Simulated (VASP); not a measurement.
Here is the system:

```
CELL_PARAMETERS angstrom
      2.82628     0.00000     0.00000
      0.00000     2.82628     0.00000
      0.00000     0.00000     3.55229
ATOMIC_POSITIONS crystal
  Cu 0.00000 0.00000 0.00000
  Au 0.50000 0.50000 0.50000
```

Calculation: PBEsol GGA, VASP's PBE PAW potentials (set 64) (plane waves; VASP). Settings: 500 eV cut-off, 13×13×10 Γ-centred mesh, first-order Methfessel-Paxton smearing of 0.10 eV, potentials Cu Au.

Task: The ions, cell shape and volume are relaxed. Give the cell that the relaxation ends in.

Result: 
```
CELL_PARAMETERS angstrom
      2.77879     0.00000     0.00000
      0.00000     2.77879     0.00000
      0.00000     0.00000     3.68234
ATOMIC_POSITIONS crystal
  Cu 0.00000 0.00000 0.00000
  Au 0.50000 0.50000 0.50000
```
Space group P4/mmm (123), at a tolerance of 0.03 Å.

Task: How do energy and volume change from the first to the last step?

Result: The energy (σ→0) changes by -3.4 meV/atom and the volume by +0.2 %, in 16 ionic steps.

The compound is CuAu in the L1_0 structure. This run relaxes it. Symmetry was kept, so distortions that lower it aren't found.
